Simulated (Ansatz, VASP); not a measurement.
## Cross-check of Sn between VASP and Ansatz

Wanted: the spread between two codes on one cell, functional and k mesh. The structure shown is the start of the Ansatz relaxation below; VASP solves that cell, so the two are compared at the walk's first step.

Main program and level: Ansatz 0.2.0; plane waves, with VASP 6.6.1 beside it; single point at PBEsol.

## (1) Set-up

Symmetry: R-3m, No. 166, trigonal system. The conventional cell has a = 4.671 Å, b = 4.671 Å, c = 11.329 Å, α = 90.00°, β = 90.00°, γ = 120.00°. Sn has 4 Sn at 2.83 to 2.86 Å nearest.

## (2) Ansatz: relaxation, PBEsol

Ansatz runs on its PAW soft_1 files.

The two programs are compared at the cell with which this relaxation starts, whose forces are those of its first step.

input.yaml

```yaml
crystal:
  lattice:
    - [-0.0218019153, 3.2811882597, 3.2811882597]
    - [3.2811882597, -0.0218019153, 3.2811882597]
    - [3.2811882597, 3.2811882597, -0.0218019153]
  atoms:
    - { symbol: Sn, position: [0.5, 0.5, 0.5] }
    - { symbol: Sn, position: [0.75, 0.75, 0.75] }
  conventional_axes: [[-1, 1, 0], [0, -1, 1], [1, 1, 1]]
kpoints:
  mp_grid: { grid: [12, 12, 12] }
hamiltonian:
  xc: pbesol
  pseudopotentials: { kind: paw, azcp: { folder: soft_1 }, xc_functional: pbe }
scf:
  occupations: { method: methfessel_paxton, width: 0.2 }
output:
  forces: true
  stress: true
  eigenvalues: true
relax:
  adjacent_minimum: "off"
  f_tol: 0.001
  max_steps: 60
  cell: { stress_tol: 0.01, fix: [a, b, gamma] }
```

Command:

```bash
> ansatz run input.yaml --threads 4 --pin off --max-ram 10240MiB --backend cpu --events-out ev --progress --plain --runs-dir out
```

Numbers of over 12 decimals in the logs are rounded to 6 here.

What it wrote:

```text
Engine: ansatz 0.2.0, x86_64-unknown-linux-gnu
Pseudopotentials: kind: paw
Pseudopotential: Sn, paw, valence charge 14, recommended cutoff 420 eV (normal), soft_1/Sn.paw.azcp
Functional definition: PBEsol
  exchange = pbesol_x
  correlation = pbesol_c
Crystal: 2 atoms, lattice volume = 71.356 Å³
Basis set: ecut = 420 eV, 1411 PW (Γ), exchange–correlation on 64×64×64 points (8 copies of the dense FFT grid, shifted against one another)
Bands: 18, of which v1, the nominal top of the filled ones, is band 14 counted from 1 (13 counted from 0)
Symmetry: 12 space group operations
Space group: R-3m (ITA 166), of the structure as read, at distance tolerance 4.1e-5 Å
k-points: 189 of 1728
Non-local potential: Sn, projectors of the file, l = 0: 2, l = 1: 2, l = 2: 2, l = 3: 1
PAW form: soft (Blöchl's): semilocal exchange-correlation on the pseudo side does not see the compensation charge
PAW frozen core: Sn, regenerated for the run's functional, and the local potential with it (the file was generated under x = pbe(κ = 0.804, μ = 0.219515), c = pbe(β = 0.066725))
PAW one-centre angular grid: Sn, 590 points (default); XC on 64 Gauss nodes
Initial density: superposition of atomic densities (chi_scale 0.1, normalization cell)
Initial wavefunctions: pseudopotential atomic-orbital guess
Functional: x = pbesol(κ = 0.804, μ = 0.123457), c = pbesol(β = 0.046)
SCF iter   1: F=—  HF=-11899.708158 eV  |F-HF|=—  |Δ(HF+E_count)|=         —  Δρ=2.06e-2  dr2=3.21e-1  ethr=3.10e-3  ⟨swp⟩=5.5  Hψ=17630  notcnv=0
preconditioner: auto → Kerker (q_TF=auto, 2.334 Å⁻¹)  [metal: Δε(μ)=0.068 eV  Ē_g=19.790 eV  σ=0.200 eV  W_gap=0.28  n_scr=14 (ndim 8)  ℏωp=23.3 eV  f_vac=0.012  D(μ)=0.20/eV (n_scr^D=0)]
SCF iter   2: F=—  HF=-11899.668763 eV  |F-HF|=—  |Δ(HF+E_count)|=   3.94e-2  S|Δr|=    0.00e0  Δρ=1.34e-2  dr2=1.54e-1  ethr=1.15e-3  ⟨swp⟩=1.0  Hψ=4916  notcnv=0
SCF iter   3: F=—  HF=-11899.639354 eV  |F-HF|=—  |Δ(HF+E_count)|=   2.94e-2  S|Δr|=    0.00e0  Δρ=2.45e-3  dr2=1.25e-2  ethr=5.49e-4  ⟨swp⟩=1.0  Hψ=3402  notcnv=0
SCF iter   4: F=—  HF=-11899.640133 eV  |F-HF|=—  |Δ(HF+E_count)|=   7.79e-4  S|Δr|=    0.00e0  Δρ=1.33e-3  dr2=2.57e-3  ethr=4.45e-5  ⟨swp⟩=2.0  Hψ=4142  notcnv=0
SCF iter   5: F=—  HF=-11899.641310 eV  |F-HF|=—  |Δ(HF+E_count)|=   1.18e-3  S|Δr|=    0.00e0  Δρ=2.82e-4  dr2=7.40e-5  ethr=9.17e-6  ⟨swp⟩=2.0  Hψ=4177  notcnv=0
SCF iter   6: F=—  HF=-11899.641390 eV  |F-HF|=—  |Δ(HF+E_count)|=   8.00e-5  S|Δr|=    0.00e0  Δρ=5.38e-5  dr2=1.47e-6  ethr=2.64e-7  ⟨swp⟩=2.1  Hψ=4333  notcnv=0
SCF iter   7: F=-11899.641398 eV  HF=-11899.641397 eV  |F-HF|=1.41e-7  |Δ(HF+E_count)|=   7.02e-6  S|Δr|=    0.00e0  Δρ=9.71e-6  dr2=4.94e-8  ethr=3.57e-10  ⟨swp⟩=6.2  Hψ=18784  notcnv=0
SCF 1 converged in 7 iterations: F = -11899.641398 eV  dr2 = 4.94e-8
  greatest PAW one-centre occupation: 0.991 electrons in one spin orbital (limit 2), on the Sn atom at site 1 (counted from 0), in its partial waves of l = 2
relax step   1: F+E_penalty+E_count = -11899.64139764 eV  Δ(F+E_penalty+E_count) = +0.000e0 eV  max|allowed force component| = 5.251e-2 eV/Å  Δτ_max = 0.0000 Å  P = -0.781 GPa  Ω = 71.356 Å³  fix = [a, b, gamma]  reactions: a -1.085, b -1.085 GPa  (7 SCF iters, dr2 threshold 1.00e-7 eV, accepted)
[...]
relax step   2: F+E_penalty+E_count = -11899.64161325 eV  Δ(F+E_penalty+E_count) = -2.156e-4 eV  max|allowed force component| = 6.747e-2 eV/Å  Δτ_max = 0.0206 Å  P = -0.499 GPa  Ω = 70.798 Å³  energy of the carried Pulay correction = +2.272e-5 eV  fix = [a, b, gamma]  reactions: a -0.625, b -0.625 GPa  (5 SCF iters, dr2 threshold 1.72e-7 eV, accepted)
[...]
relax step   3: F+E_penalty+E_count = -11899.64264242 eV  Δ(F+E_penalty+E_count) = -1.029e-3 eV  max|allowed force component| = 3.215e-3 eV/Å  Δτ_max = 0.0097 Å  P = -0.573 GPa  Ω = 70.947 Å³  energy of the carried Pulay correction = +1.664e-5 eV  fix = [a, b, gamma]  reactions: a -0.831, b -0.831 GPa  (4 SCF iters, dr2 threshold 2.00e-7 eV, accepted)
[...]
relax step   4: F+E_penalty+E_count = -11899.64265034 eV  Δ(F+E_penalty+E_count) = -7.925e-6 eV  max|allowed force component| = 4.638e-4 eV/Å  Δτ_max = 0.0000 Å  P = -0.555 GPa  Ω = 70.916 Å³  energy of the carried Pulay correction = +1.791e-5 eV  fix = [a, b, gamma]  reactions: a -0.828, b -0.828 GPa  (4 SCF iters, dr2 threshold 7.82e-9 eV, accepted)
[...]
relax step   5: F+E_penalty+E_count = -11899.64263337 eV  Δ(F+E_penalty+E_count) = +1.697e-5 eV  max|allowed force component| = 4.645e-4 eV/Å  Δτ_max = 0.0000 Å  P = -0.556 GPa  Ω = 70.916 Å³  fix = [a, b, gamma]  reactions: a -0.828, b -0.828 GPa  stress off target by 9.66e-3 GPa on what of the cell is left free  SCF on the basis re-selected at this cell (its energy is not comparable with the rows above)  (6 SCF iters)
basis re-selected at this cell: Δ(F+E_penalty+E_count) = +1.697e-5 eV, ΔP = -0.000 GPa vs the last step (what re-selecting the basis moved, of the pressure what is left beyond the Pulay correction that the steps carried, after the strain that the cell walked since its last selection, with what the two solves' SCF thresholds leave and, on support functions, any second-order correction that the steps lacked; it is no m [...]
SCF converged after 6 iterations
Stability not checked: this state was not tested for a lower state beside it, because cold or Methfessel-Paxton smearing, or corrected tetrahedra, fill the levels in a way that the test cannot read (fill_not_monotonic; see scf.lower_state_search)
Free energy (F): -11899.642633 eV
Harris-Foulkes:  -11899.642633 eV  (|F-HF|=0.00e0)
Internal energy: -11899.642389 eV  (E = F + TS)
E sigma→0 (E₀):  -11899.642572 eV
Entropy (-TS):   -0.000244 eV (-0.122 meV/atom)
Fermi energy:    7.241708 eV
Step filling:    the computed levels leave a gap of 0.0333 eV = 0.2 smearing widths at the electron count; against every level under it full and every level over it empty, smearing changes F+E_penalty+E_count by -0.192 meV and its σ→0 estimate by -0.131 meV
--- Per-component energies (eV) ---
  E_band       = -260.878305
  E_kinetic    = 336.378676
  E_local      = -2667.705029  (includes V_loc(G=0)·N_el)
  E_nonlocal   = 293.746100
  E_hartree    = 1292.596786
  E_xc         = -248.737012
  E_vxc        = -160.002068  (∫ρ·V_xc dr)
  E_paw        = -8592.557268  (= ΣΔE_a)
  E_vpaw       = -648.490133  (= ΣTr[D̂ρ^β])
  E_aug_tail   = 0.000583  (compensation charges beyond the density's cutoff)
  E_ewald      = -2313.934904
  E_core_change = 0.569679  (= ΣΔE_core)
  E_smearing   = -0.000244  (= −TS)
  E_closure    = 0.000000  (closes the sum)
  Σ components = -11899.642633   (vs F -11899.642633, Δ=0.00e0)
--- Forces (eV/Å), atoms counted from 1 ---
  atom   1  Sn     0.00046453     0.00046453     0.00046453
  atom   2  Sn    -0.00046453    -0.00046453    -0.00046453
  max |Σ_I F_I| component: 2.33e-18 eV/Å
--- Stress (GPa, compression-positive) ---
       -0.555535       0.272940       0.272940
        0.272940      -0.555535       0.272940
        0.272940       0.272940      -0.555535
  P = ⅓ Tr σ = -0.5555 GPa (-5.555 kbar)
--- Band table (eV; the first three rows and the last of 189) ---
  k-point 0: bands = [... 10 lower, -3.1229, 6.3066, 7.3073, 7.3073, 7.4368, 9.3771, 9.3771, 9.4752]
  k-point 1: bands = [... 10 lower, -3.0586, 5.5471, 7.1781, 7.2876, 7.6676, 9.5486, 9.6251, 9.6543]
  k-point 2: bands = [... 10 lower, -2.8683, 4.3707, 6.8991, 6.9958, 7.7144, 9.9202, 9.9846, 10.4693]
  k-point 188: bands = [... 10 lower, -1.5175, 1.1013, 6.1350, 6.1350, 6.9935, 10.4016, 10.4016, 12.7386]
--- Relaxed structure (4 steps of the walk, 4 accepted, 1 SCFs on fresh bases) ---
  F+E_penalty+E_count = -11899.64263337 eV   max|allowed force component| = 4.645e-4 eV/Å   (the final SCF, on the basis selected at the relaxed cell)
  cell:  # Å, volume = 70.9162 Å³
    - [-0.035241, 3.267750, 3.267750]
    - [3.267750, -0.035241, 3.267750]
    - [3.267750, 3.267750, -0.035241]
  atoms:
    - { symbol: Sn, position: [0.499034, 0.499034, 0.499034] }
    - { symbol: Sn, position: [0.750966, 0.750966, 0.750966] }
```

In the SCF lines HF is the Harris–Foulkes energy and dr2 the Hartree energy of the density residual, in eV; the loop may stop once dr2 is under the threshold and the program's other checks hold. Hψ counts applications of the Hamiltonian.

## (3) VASP: single point, PBEsol, start cell, pair 1

The same cell, functional, mesh and smearing now go to VASP, with its own data sets.

Lines of VASP's logs that name or quote its potential files are left out, and so is its time.

INCAR

```
SYSTEM = Sn
PREC = Accurate
ENCUT = 400
EDIFF = 1E-06
NELM = 120
ISMEAR = 1
SIGMA = 0.2
LREAL = .FALSE.
ALGO = Normal
GGA = PS
NBANDS = 20
LORBIT = 11
LWAVE = .FALSE.
LCHARG = .FALSE.
ISIF = 2
LASPH = .TRUE.
GGA_COMPAT = .FALSE.
KPAR = 2
```

POSCAR

```
Sn
1.0
   -0.0218020000      3.2811880000      3.2811880000
    3.2811880000     -0.0218020000      3.2811880000
    3.2811880000      3.2811880000     -0.0218020000
Sn
2
Direct
    0.5000000000      0.5000000000      0.5000000000
    0.7500000764      0.7500000764      0.7500000764
```

KPOINTS

```
Automatic mesh
0
Gamma
12 12 12
0 0 0
```

The projector-augmented-wave data sets are Sn_d (PBE family, release 64).

Command:

```bash
> mpirun -np 2 vasp_std
```

What it wrote:

```text
[banner, memory and clock lines left out]
running    2 mpi-ranks, on    1 nodes
 distrk:  each k-point on    1 cores,    2 groups
 distr:  one band on    1 cores,    1 groups

 POSCAR found type information on POSCAR Sn
 POSCAR found :  1 types and       2 ions
|                                                                             |
|               ----> ADVICE to this user running VASP <----                  |
|                                                                             |
|     You enforced a specific xc type in the INCAR file but a different       |
|     [... a line on the potential file left out ...]
|     I HOPE YOU KNOW WHAT YOU ARE DOING!                                     |
|                                                                             |

 LDA part: xc-table for (Slater+PW92), standard interpolation
 POSCAR, INCAR and KPOINTS ok, starting setup
 FFT: planning ... GRIDC
 FFT: planning ... GRID_SOFT
 FFT: planning ... GRID
 WAVECAR not read
 entering main loop
       N       E                     dE             d eps       ncg     rms          rms(c)
DAV:   1     0.206342675802E+03    0.20634E+03   -0.13234E+04  7612   0.172E+03
DAV:   2     0.128725159837E+02   -0.19347E+03   -0.19005E+03  7612   0.398E+02
DAV:   3    -0.789735553787E+01   -0.20770E+02   -0.20669E+02  8652   0.134E+02
DAV:   4    -0.853170872829E+01   -0.63435E+00   -0.63412E+00  8536   0.269E+01
DAV:   5    -0.855296282375E+01   -0.21254E-01   -0.21254E-01 10228   0.470E+00    0.307E+00
DAV:   6    -0.848945019430E+01    0.63513E-01   -0.40719E-02 10180   0.267E+00    0.174E+00
DAV:   7    -0.845895826154E+01    0.30492E-01   -0.50797E-02  8680   0.259E+00    0.163E-01
DAV:   8    -0.845984497578E+01   -0.88671E-03   -0.71884E-03  8316   0.106E+00    0.497E-02
DAV:   9    -0.846008813541E+01   -0.24316E-03   -0.36192E-04  9540   0.168E-01    0.128E-02
DAV:  10    -0.846010561298E+01   -0.17478E-04   -0.23267E-05  8668   0.319E-02    0.511E-03
DAV:  11    -0.846010727664E+01   -0.16637E-05   -0.23710E-06  6728   0.125E-02    0.106E-03
DAV:  12    -0.846010726451E+01    0.12126E-07   -0.31999E-07  5648   0.650E-03
   1 F= -.84601073E+01 E0= -.84599820E+01  d E =-.375906E-03
```

From OUTCAR (step 3):

```text
ion  position               nearest neighbor table
   1  0.500  0.500  0.500-   2 2.83   2 2.86   2 2.86   2 2.86
   2  0.750  0.750  0.750-   1 2.83   1 2.86   1 2.86   1 2.86

  LATTYP: Found a trigonal (rhomboedric) cell.
 ALAT       =     4.6403517873
 COS(alpha) =     0.4933445648

 Subroutine GETGRP returns: Found 12 space group operations
 (whereof  6 operations were pure point group operations)

The static configuration has the point symmetry C_3v.
 The point group associated with its full space group is D_3d.

 Found    189 irreducible k-points:

   k-points           NKPTS =    189   k-points in BZ     NKDIM =    189   number of bands    NBANDS=     20

   dimension x,y,z NGX =    30 NGY =   30 NGZ =   30
   dimension x,y,z NGXF=    60 NGYF=   60 NGZF=   60

   ENCUT  =  400.0 eV  29.40 Ry    5.42 a.u.   7.57  7.57  7.57*2*pi/ulx,y,z

   NELECT =      28.0000    total number of electrons

 k-points in reciprocal lattice and weights: Automatic mesh
   0.00000000  0.00000000  0.00000000       0.001
   0.08333333  0.00000000 -0.00000000       0.003
   0.16666667  0.00000000 -0.00000000       0.003
   0.25000000  0.00000000  0.00000000       0.003
   0.33333333  0.00000000  0.00000000       0.003
   0.41666667 -0.00000000 -0.00000000       0.003
   0.50000000  0.00000000  0.00000000       0.002
   0.08333333  0.08333333  0.00000000       0.003
   0.16666667  0.08333333  0.00000000       0.007
[...]
-0.41666667  0.50000000  0.41666667       0.003
   0.50000000  0.50000000  0.50000000       0.001

 average (electrostatic) potential at core
       1-101.7172       2-101.7172

 E-fermi :   5.0114

 k-point     1 :       0.0000    0.0000    0.0000
  band No.  band energies     occupation
    ...
      8     -16.1417      2.00000
      9     -16.1417      2.00000
     10     -16.1373      2.00000
     11      -5.3074      2.00000
     12       4.0491      2.00000
     13       5.1242      0.19347
     14       5.1242      0.19347
     15       5.1320      0.15733
     16       7.1447     -0.00000
     17       7.1447     -0.00000
    ...

 k-point     2 :       0.0833    0.0000   -0.0000
  band No.  band energies     occupation
    ...
     10     -16.1247      2.00000
     11      -5.2433      2.00000
     12       3.3198      2.00000
     13       4.9940      1.14696
     14       5.0008      1.08958
     15       5.4372     -0.01030
     16       7.3143     -0.00000
     17       7.4080     -0.00000
     18       7.4277     -0.00000
     19      10.2239      0.00000
    ...

 k-point     3 :       0.1667    0.0000   -0.0000
  band No.  band energies     occupation
    ...
     10     -16.1123      2.00000
     11      -5.0541      2.00000
     12       2.1607      2.00000
     13       4.7139      2.05641
     14       4.7183      2.05832
     15       5.4644     -0.00620
     16       7.6781     -0.00000
     17       7.7778     -0.00000
     18       8.2291     -0.00000
     19      10.9710      0.00000
    ...

  Total       -0.3799334     -0.3799334     -0.3799334      0.1358684      0.1358684      0.1358684
  in kB       -8.5307596     -8.5307596     -8.5307596      3.0506941      3.0506941      3.0506941
  external PRESSURE =      -8.5307596 kB  Pullay stress =       0.0000000 kB

  energy-cutoff  :      400.00
  volume of cell :       71.36
      direct lattice vectors                 reciprocal lattice vectors
    -0.021802000  3.281188000  3.281188000    -0.150873399  0.151882589  0.151882589
     3.281188000 -0.021802000  3.281188000     0.151882589 -0.150873399  0.151882589
     3.281188000  3.281188000 -0.021802000     0.151882589  0.151882589 -0.150873399

 POSITION                                       TOTAL-FORCE (eV/Angst)
 -----------------------------------------------------------------------------------
      3.27029      3.27029      3.27029        -0.052346     -0.052346     -0.052346
      4.90543      4.90543      4.90543         0.052346      0.052346      0.052346
 -----------------------------------------------------------------------------------
    total drift:                                0.000000      0.000000      0.000000

  FREE ENERGIE OF THE ION-ELECTRON SYSTEM (eV)
  ---------------------------------------------------
  free  energy   TOTEN  =        -8.4601072645 eV

  energy  without entropy=       -8.4597313589  energy(sigma->0) =       -8.45998196

 total charge
# of ion       s       p       d       tot
------------------------------------------
    1        1.169   1.167   9.965  12.302
    2        1.169   1.167   9.965  12.302
--------------------------------------------------
tot          2.339   2.335  19.931  24.605

[... 3 further parts left out ...]
```

The run ends at a pressure of -0.85 GPa, with forces up to 0.091 eV/Å.

## (4) Comparison

Known differences besides the potentials themselves: the cutoff is 420 eV in Ansatz and 400 eV in VASP; Ansatz makes its cores anew for this functional, VASP keeps those of its PBE data sets. Total energies have different zeros and are not compared.

Forces (eV/Å; atoms numbered as in POSCAR):

```csv
atom,"Ansatz x, y, z","VASP x, y, z"
Sn1,"-0.053, -0.053, -0.053","-0.052, -0.052, -0.052"
Sn2,"0.053, 0.053, 0.053","0.052, 0.052, 0.052"
```

The forces differ by 0.2 meV/Å r.m.s., which is 0.3 % of the r.m.s. force of 0.052 eV/Å (both taken over all components).

## (5) Ansatz: relaxation, PBEsol

The two programs are compared at the cell with which this relaxation starts, whose forces are those of its first step. The cell compared in this pair holds 65.70 Å³, against 71.36 Å³ for the pair before.

The structure compared here is the start of the Ansatz relaxation; VASP solves that cell, so the two are compared at the walk's first step.

input.yaml, the sections that differ from step 2:

```yaml
crystal:
  lattice:
    - [0.1290751294, 3.2685509393, 3.2685509393]
    - [3.2685509393, 0.1290751294, 3.2685509393]
    - [3.2685509393, 3.2685509393, 0.1290751294]
  atoms:
    - { symbol: Sn, position: [0.5028806559, 0.5028806559, 0.5028806559] }
    - { symbol: Sn, position: [0.7471193441, 0.7471193441, 0.7471193441] }
  conventional_axes: [[-1, 1, 0], [0, -1, 1], [1, 1, 1]]
# kpoints, hamiltonian, scf, output, relax: as in step 2
```

Command:

```bash
> ansatz run input.yaml --threads 4 --pin off --max-ram 10240MiB --backend cpu --events-out ev --progress --plain --runs-dir out
```

What it wrote:

```text
[...]
Crystal: 2 atoms, lattice volume = 65.704 Å³
Basis set: ecut = 420 eV, 1285 PW (Γ), exchange–correlation on 64×64×64 points (8 copies of the dense FFT grid, shifted against one another)
Bands: 18, of which v1, the nominal top of the filled ones, is band 14 counted from 1 (13 counted from 0)
Symmetry: 12 space group operations
[...]
k-points: 189 of 1728
[...]
k-point 188: bands = [... 10 lower, -1.2130, 1.5759, 7.3023, 7.3023, 8.7766, 11.6305, 11.6305, 13.9417]
--- Relaxed structure (5 steps of the walk, 4 accepted, 1 SCFs on fresh bases) ---
[...]
cell:  # Å, volume = 66.1127 Å³
    - [0.142901, 3.282377, 3.282377]
    - [3.282377, 0.142901, 3.282377]
    - [3.282377, 3.282377, 0.142901]
  atoms:
    - { symbol: Sn, position: [0.503818, 0.503818, 0.503818] }
    - { symbol: Sn, position: [0.746182, 0.746182, 0.746182] }
[key lines of the parts left out:]
SCF converged after 5 iterations
Free energy (F): -11899.580959 eV
Fermi energy:    8.225540 eV
P = ⅓ Tr σ = 2.6684 GPa (26.684 kbar)
```

(Continued in part 2 of 2.)

[Lines on the potential files, build, host, timing and source positions are cut from VASP's logs without a mark.]

[Logs are printed without paths, hosts, clocks, repeated set-up lines and the standing remarks that a program may print on its own settings, such as how far it seeks lower states.]

[Hosts, paths, dates, database ids (printed as entryN), source tags and the programs' standing remarks are cut or masked in the printed files.]
